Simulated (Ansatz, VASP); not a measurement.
# Nb3AuC (Nb3AuC antiperovskite): VASP beside Ansatz, part 3 of 3

One calculation is typed for both programs; each brings its own data sets. How far apart do they land? The cell is generated by rule, not measured, and may not be a known phase. The cell is taken from a series of runs on this material, whose earlier steps may have relaxed, scaled, displaced or heated it; both programs get it as it stands.

VASP 6.6.1 and Ansatz 0.2.0.

So far: The structure; VASP: zone-centre phonons, PBE.

The structure was built from a prototype and need not be the compound's stable phase.

### 3. Ansatz: zone-centre phonons, PBE

Level of this step: Ansatz beside VASP: Kohn-Sham DFT, plane waves, PBE (Ansatz).

Ansatz runs on its default PAW (the set named soft_2) files.

The same cell, functional, mesh and smearing now go to Ansatz, which takes its cutoff from its data sets.

Contents of input.yaml:

```yaml
crystal:
  lattice:
    - [4.2942920879, 0.0, 0.0]
    - [0.0, 4.2942920879, 0.0]
    - [0.0, 0.0, 4.2942920879]
  atoms:
    - { symbol: Au, position: [0.0, 0.0, 0.0] }
    - { symbol: Nb, position: [0.5, 0.5, 0.0] }
    - { symbol: Nb, position: [0.5, 0.0, 0.5] }
    - { symbol: Nb, position: [0.0, 0.5, 0.5] }
    - { symbol: C, position: [0.5, 0.5, 0.5] }
kpoints:
  mp_grid: { grid: [4, 4, 4] }
hamiltonian:
  xc: pbe
scf:
  occupations: { method: methfessel_paxton, width: 0.2 }
output:
  eigenvalues: true
phonons:
  method: dfpt
  qmesh: [2, 2, 2]
  temperatures: { t_max: 1000, t_step: 50 }
  qpath:
    path:
      - [[0.0, 0.0, 0.0], [0.0, 0.5, 0.0], [0.5, 0.5, 0.0], [0.0, 0.0, 0.0], [0.5, 0.5, 0.5], [0.0, 0.5, 0.0]]
      - [[0.5, 0.5, 0.5], [0.5, 0.5, 0.0]]
    npoints: 10
```

The run is started by

```bash
ansatz run input.yaml --threads 4 --pin off --max-ram 16384MiB --backend cpu --events-out ev --progress --plain --runs-dir out
```

Numbers of over 12 decimals in the logs are rounded to 6 here.

Output:

```text
Engine: ansatz 0.2.0, aarch64-unknown-linux-gnu
Pseudopotentials: kind: paw
Pseudopotential: Au, paw, valence charge 19, recommended cutoff 420 eV (normal), Au.paw.azcp
Pseudopotential: Nb, paw, valence charge 13, recommended cutoff 420 eV (normal), Nb.paw.azcp
Pseudopotential: C, paw, valence charge 4, recommended cutoff 420 eV (normal), C.paw.azcp
Functional definition: PBE
  parameter kappa = 0.804
  parameter beta = 0.066725
  exchange = pbe_x(kappa = kappa, mu = beta*pi^2/3)
  correlation = pbe_c(beta = beta)
Crystal: 5 atoms, lattice volume = 79.191 Å³
Basis set: ecut = 420 eV, 1551 PW (Γ), exchange–correlation on 60×60×60 points (8 copies of the dense FFT grid, shifted against one another)
Bands: 38, of which v1, the nominal top of the filled ones, is band 31 counted from 1 (30 counted from 0)
Symmetry: 48 space group operations
k-points: 10 of 64
Non-local potential: Au, projectors of the file, l = 0: 3, l = 1: 2, l = 2: 2, l = 3: 1
Non-local potential: Nb, projectors of the file, l = 0: 3, l = 1: 2, l = 2: 2, l = 3: 1
Non-local potential: C, projectors of the file, l = 0: 2, l = 1: 2, l = 2: 1
PAW form: soft (Blöchl's): semilocal exchange-correlation on the pseudo side does not see the compensation charge
PAW one-centre angular grid: Au, 590 points (default); XC on 64 Gauss nodes
PAW one-centre angular grid: Nb, 590 points (default); XC on 64 Gauss nodes
PAW one-centre angular grid: C, 110 points (default); XC on 64 Gauss nodes
Initial density: superposition of atomic densities (neutral atoms: chi_scale 0, normalization atom), corrected by the library's trained network
Initial wavefunctions: pseudopotential atomic-orbital guess
Functional: x = pbe(κ = 0.804, μ = 0.219515), c = pbe(β = 0.066725)
SCF iter   1: F=—  HF=-27058.523764 eV  |F-HF|=—  |Δ(HF+E_count)|=         —  Δρ=7.61e-3  dr2=4.55e-2  ethr=1.77e-3  ⟨swp⟩=4.8  Hψ=1254  notcnv=0
preconditioner: auto → Resta (q_TF=auto, 2.619 Å⁻¹)  ε∞=16.6  [insulator: Δε(μ)=0.154 eV  Ē_g=5.788 eV  σ=0.200 eV  W_gap=0.55  n_scr=26 (ndim 8)  ℏωp=22.9 eV  f_vac=0.000  D(μ)=3.09/eV (n_scr^D=26)  ε∞_Penn≈16.6]
SCF iter   2: F=—  HF=-27058.517260 eV  |F-HF|=—  |Δ(HF+E_count)|=   6.50e-3  S|Δr|=    0.00e0  Δρ=3.52e-3  dr2=7.71e-3  ethr=7.34e-5  ⟨swp⟩=1.7  Hψ=477  notcnv=0
SCF iter   3: F=—  HF=-27058.515866 eV  |F-HF|=—  |Δ(HF+E_count)|=   1.39e-3  S|Δr|=    0.00e0  Δρ=6.74e-4  dr2=2.17e-4  ethr=1.24e-5  ⟨swp⟩=2.0  Hψ=519  notcnv=0
SCF iter   4: F=—  HF=-27058.515867 eV  |F-HF|=—  |Δ(HF+E_count)|=   1.68e-6  S|Δr|=    0.00e0  Δρ=9.96e-5  dr2=5.64e-6  ethr=3.49e-7  ⟨swp⟩=2.5  Hψ=584  notcnv=0
SCF iter   5: F=—  HF=-27058.515856 eV  |F-HF|=—  |Δ(HF+E_count)|=   1.15e-5  S|Δr|=    0.00e0  Δρ=2.10e-5  dr2=3.94e-7  ethr=9.10e-9  ⟨swp⟩=2.5  Hψ=606  notcnv=0
SCF iter   6: F=—  HF=-27058.515856 eV  |F-HF|=—  |Δ(HF+E_count)|=   4.57e-8  S|Δr|=    0.00e0  Δρ=4.27e-6  dr2=1.32e-8  ethr=6.36e-10  ⟨swp⟩=2.0  Hψ=506  notcnv=0
SCF iter   7: F=—  HF=-27058.515856 eV  |F-HF|=—  |Δ(HF+E_count)|=   1.17e-9  S|Δr|=    0.00e0  Δρ=1.17e-6  dr2=8.59e-10  ethr=2.12e-11  ⟨swp⟩=2.0  Hψ=673  notcnv=0
SCF iter   8: F=—  HF=-27058.515856 eV  |F-HF|=—  |Δ(HF+E_count)|=  3.27e-11  S|Δr|=    0.00e0  Δρ=2.51e-7  dr2=4.79e-11  ethr=1.39e-12  ⟨swp⟩=2.0  Hψ=681  notcnv=0
SCF iter   9: F=-27058.515856 eV  HF=-27058.515856 eV  |F-HF|=7.28e-12  |Δ(HF+E_count)|=  3.64e-12  S|Δr|=    0.00e0  Δρ=4.24e-8  dr2=1.20e-12  ethr=1.00e-12  ⟨swp⟩=8.4  Hψ=1585  notcnv=0
SCF 1 converged in 9 iterations: F = -27058.515856 eV  dr2 = 1.20e-12
  greatest PAW one-centre occupation: 1.001 electrons in one spin orbital (limit 2), on the Au atom at site 0 (counted from 0), in its partial waves of l = 0
Initial density: read from a saved state, or passed on in memory by an earlier SCF of this step, an earlier step, the calling program or the single point that the run made first
iter 1 solved again at ethr=6.07e-8 eV; its pass at ethr=3.10e-3 eV (dr2=3.76e-5 eV) is discarded
SCF iter   1: F=—  HF=-27058.515861 eV  |F-HF|=—  |Δ(HF+E_count)|=         —  Δρ=1.52e-6  dr2=2.86e-9  ethr=6.07e-8  ⟨swp⟩=3.4  Hψ=2207  notcnv=0
eigensolver tolerance schedule: the retry pair's looser diagonalisation over-reported the residual by 13151.91 of it (diagonalisation noise at 0.35 of the residual, at the tolerance the schedule requests for it); recorded, not acted on — ethr = c·dr2/N_el stays at c = 1.0e-1
preconditioner: auto → Resta (q_TF=auto, 2.619 Å⁻¹)  ε∞=16.3  [insulator: Δε(μ)=0.146 eV  Ē_g=5.835 eV  σ=0.200 eV  W_gap=0.54  n_scr=26 (ndim 8)  ℏωp=22.9 eV  f_vac=0.000  D(μ)=3.20/eV (n_scr^D=26)  ε∞_Penn≈16.3]
SCF iter   2: F=—  HF=-27058.515856 eV  |F-HF|=—  |Δ(HF+E_count)|=   4.86e-6  S|Δr|=    0.00e0  Δρ=9.59e-7  dr2=1.02e-9  ethr=4.61e-12  ⟨swp⟩=3.6  Hψ=939  notcnv=0
SCF iter   3: F=—  HF=-27058.515856 eV  |F-HF|=—  |Δ(HF+E_count)|=  1.24e-10  S|Δr|=    0.00e0  Δρ=5.75e-7  dr2=3.78e-10  ethr=1.65e-12  ⟨swp⟩=1.9  Hψ=471  notcnv=0
SCF iter   4: F=—  HF=-27058.515856 eV  |F-HF|=—  |Δ(HF+E_count)|=  8.73e-11  S|Δr|=    0.00e0  Δρ=2.33e-7  dr2=6.60e-11  ethr=1.00e-12  ⟨swp⟩=1.9  Hψ=473  notcnv=0
SCF iter   5: F=—  HF=-27058.515856 eV  |F-HF|=—  |Δ(HF+E_count)|=    0.00e0  S|Δr|=    0.00e0  Δρ=1.55e-7  dr2=2.97e-11  ethr=1.00e-12  ⟨swp⟩=1.0  Hψ=380  notcnv=0
SCF iter   6: F=—  HF=-27058.515856 eV  |F-HF|=—  |Δ(HF+E_count)|=  1.46e-11  S|Δr|=    0.00e0  Δρ=1.14e-7  dr2=1.60e-11  ethr=1.00e-12  ⟨swp⟩=1.0  Hψ=380  notcnv=0
SCF iter   7: F=—  HF=-27058.515856 eV  |F-HF|=—  |Δ(HF+E_count)|=    0.00e0  S|Δr|=    0.00e0  Δρ=1.04e-7  dr2=1.33e-11  ethr=1.00e-12  ⟨swp⟩=1.1  Hψ=421  notcnv=0
SCF iter   8: F=-27058.515856 eV  HF=-27058.515856 eV  |F-HF|=7.28e-12  |Δ(HF+E_count)|=    0.00e0  S|Δr|=    0.00e0  Δρ=5.79e-8  dr2=4.12e-12  ethr=1.00e-12  ⟨swp⟩=1.6  Hψ=808  notcnv=0
SCF 2 converged in 8 iterations: F = -27058.515856 eV  dr2 = 4.12e-12
phonons: the bands overlap, so this run is a metal and interpolates without the dipole-dipole term. If the crystal is really an insulator or semiconductor, its LO-TO splitting is missing
NSCF: frozen V_eff on 10 k-points
NSCF: frozen V_eff on 27 k-points
DFPT response loops at q = (0, 0, 0) (fractional): preconditioner auto → Kerker (q_TF=auto, 2.619 Å⁻¹) (partly filled bands, converged f_vac=0.000); β = 1.00, the filter's whole step (`scf.mixing.beta` (0.50) is not read by the response loops under this deck's `scf.mixing.preconditioner`; to damp them name `kerker` or `kerker_dos`, under which they read `scf.mixing.beta`, and type it under 1.00, their step now; both keys bind the ground state too); Broyden in place of MSR1
NSCF: frozen V_eff on 54 k-points
DFPT response loops at q = (0, 0, -0.5) (fractional): mixed as the last ones told, above
NSCF: frozen V_eff on 54 k-points
DFPT response loops at q = (0, -0.5, -0.5) (fractional): mixed as the last ones told, above
NSCF: frozen V_eff on 54 k-points
DFPT response loops at q = (-0.5, -0.5, -0.5) (fractional): mixed as the last ones told, above
SCF converged after 9 iterations
Stability not checked: this state was not tested for a lower state beside it, because cold or Methfessel-Paxton smearing, or corrected tetrahedra, fill the levels in a way that the test cannot read (fill_not_monotonic; see scf.lower_state_search)
Free energy (F): -27058.515856 eV
Harris-Foulkes:  -27058.515856 eV  (|F-HF|=7.28e-12)
Internal energy: -27058.512826 eV  (E = F + TS)
E sigma→0 (E₀):  -27058.515098 eV
Entropy (-TS):   -0.003030 eV (-0.606 meV/atom)
Fermi energy:    17.750805 eV
--- Per-component energies (eV) ---
  E_band       = -463.251741
  E_kinetic    = 1874.711046
  E_local      = -4195.360753  (includes V_loc(G=0)·N_el)
  E_nonlocal   = 453.740773
  E_hartree    = 1532.331926
  E_xc         = -804.067164
  E_vxc        = -975.537374  (∫ρ·V_xc dr)
  E_paw        = -19022.376097  (= ΣΔE_a)
  E_vpaw       = -685.470727  (= ΣTr[D̂ρ^β])
  E_aug_tail   = 0.001407  (compensation charges beyond the density's cutoff)
  E_ewald      = -6897.493964
  E_smearing   = -0.003030  (= −TS)
  E_closure    = 0.000000  (closes the sum)
  Σ components = -27058.515856   (vs F -27058.515856, Δ=0.00e0)
--- Band table (eV; the first three rows and the last of 10) ---
  k-point 0: bands = [... 27 lower, 16.2368, 16.2368, 17.2469, 17.2469, 20.0478, 20.0478, 20.0478, 20.1921, ... 3 higher]
  k-point 1: bands = [... 27 lower, 16.3549, 16.3549, 16.3876, 17.5547, 18.7749, 19.1618, 19.1618, 19.8609, ... 3 higher]
  k-point 2: bands = [... 27 lower, 15.4076, 16.0168, 16.0168, 18.0659, 18.2395, 19.1430, 19.1430, 19.4038, ... 3 higher]
  k-point 9: bands = [... 27 lower, 17.4630, 17.4630, 17.9201, 17.9201, 17.9201, 18.6966, 18.6966, 18.6966, ... 3 higher]
--- Phonons (Γ-DFPT): 4 representative perturbations + reference (Σ response iterations 12) ---
  ASR residual: 5.052e-5 → 0.000e0 eV/Å²; symmetrization residual: 6.365e-6 eV/Å²
  ASR residual per site (eV/Å²): 2.70e-5 3.86e-6 3.86e-6 3.86e-6 5.05e-5
  Γ frequencies (cm⁻¹): 0.00 0.00 0.00 105.40 105.40 105.40 179.67 179.67 179.67 205.39 205.39 205.39 671.74 671.74 671.74
--- Phonons (arbitrary-q DFPT): 4 irreducible q on the 2×2×2 mesh ---
  q = [0.0000, 0.0000, 0.0000] (star 1, of the zone-centre solve; hermiticity 4.47e-7, symmetrization 2.40e-13): -0.00 -0.00 0.00 105.40 105.40 105.40 179.67 179.67 179.67 205.39 205.39 205.39 671.74 671.74 671.74
  q = [0.0000, 0.0000, -0.5000] (star 3, 9 solved perturbations in 216 linear systems a pass and spin channel, the states on 27 of 64 k-point pairs; hermiticity 5.61e-7, symmetrization 3.25e-13): 75.71 75.71 76.38 79.73 79.73 118.52 138.43 138.43 175.16 186.71 186.71 261.93 672.14 672.54 672.54
  q = [0.0000, -0.5000, -0.5000] (star 3, 9 solved perturbations in 216 linear systems a pass and spin channel, the states on 27 of 64 k-point pairs; hermiticity 6.38e-7, symmetrization 9.96e-14): 49.39 63.10 63.10 87.17 92.16 125.71 125.71 127.84 127.84 231.86 238.77 276.92 648.46 658.74 658.74
  q = [-0.5000, -0.5000, -0.5000] (star 1, 4 solved perturbations in 81 linear systems a pass and spin channel, the states on 27 of 64 k-point pairs; hermiticity 1.45e-7, symmetrization 1.27e-12): -34.23 -34.23 -34.23 80.66 80.66 80.66 208.68 208.68 208.68 235.41 235.41 314.16 656.37 656.37 656.37
  sum rule: each row above includes the acoustic sum rule's correction from the zone centre's row sums; it moved no ω² by more than (1.07 cm⁻¹)²
  mesh force constants: q→R imaginary residual 3.60e-18; ASR residual 5.052e-5 → 0.000e0 eV/Å²; symmetrization residual 1.776e-14 eV/Å²
  interpolated dispersion: 62 rows × 15 modes
  density of states and harmonic sums: on the 14×14×14 q-mesh, interpolated from the force constants of a 2×2×2 supercell (no non-analytic term)
  largest difference from the sums on the solved wave vectors: F 1.69e-1 eV, S 2.28e-4 and C_V 5.88e-5 eV/K
  zero-point energy: 0.224602 eV/cell   skipped modes (ω ≤ 0): 22, of them read as no rigid motion or as one in doubt: 19 (6.669e-2 modes/cell left out, lowest -34.23 cm⁻¹)   left out of the sums: 4.52e-3 of the cell's modes: C_V's classical limit lies that fraction below 3 k_B per atom; for a crystal, a wire or a layer, F and S can be off by more, and a phonons.interpolated_qmesh denser along its periods is the remedy for the sampling
```

### 4. Comparison

Known differences besides the potentials themselves: VASP's run holds the zone centre alone; the data sets hold 62 valence electrons in Ansatz (on its default PAW (the set named soft_2) files) and 54 in VASP; the cutoff is 420 eV in Ansatz and 600 eV in VASP. Total energies have different zeros and are not compared.

Both answers:

| quantity | Ansatz | VASP | difference |
| --- | --- | --- | --- |
| optical mode 1 to 3 (cm⁻¹) | 105.4 | 105.4 | +0.04 % |
| optical mode 4 to 6 (cm⁻¹) | 179.7 | 182.4 | -1.47 % |
| optical mode 7 to 9 (cm⁻¹) | 205.4 | 206.3 | -0.45 % |
| optical mode 10 to 12 (cm⁻¹) | 671.7 | 671.2 | +0.08 % |

Modes are paired by rising frequency, not by their patterns, so a pair may set unlike modes beside each other; they are those without the splitting of longitudinal modes.

### 5. Outcome

```yaml
r_m_s_difference_of_the_optical_zone_centre_modes_each_program_s_sorted_by_frequency_zone_centre_phonons_pbe: 1.4 cm⁻¹
difference_in_optical_mode_4_to_6_zone_centre_phonons_pbe: -1.5 %
```

The r.m.s. difference of the optical zone-centre modes, each program's sorted by frequency is 1.4 cm⁻¹ (zone-centre phonons, PBE). The data sets hold unlike numbers of valence electrons (62 in Ansatz and 54 in VASP), so part of the differences comes from the potentials. Among the rows given in per cent, the largest difference of the zone-centre phonons, PBE pair is in optical mode 4 to 6, -1.5 %. How closely two codes agree says nothing of how well the functional describes the real material.

[Lines on the potential files, build, host, timing and source positions are cut from VASP's logs without a mark.]

[Logs are printed without paths, hosts, clocks, repeated set-up lines and the standing remarks that a program may print on its own settings, such as how far it seeks lower states.]

[Hosts, paths, dates, database ids (printed as entryN), source tags and the programs' standing remarks are cut or masked in the printed files.]
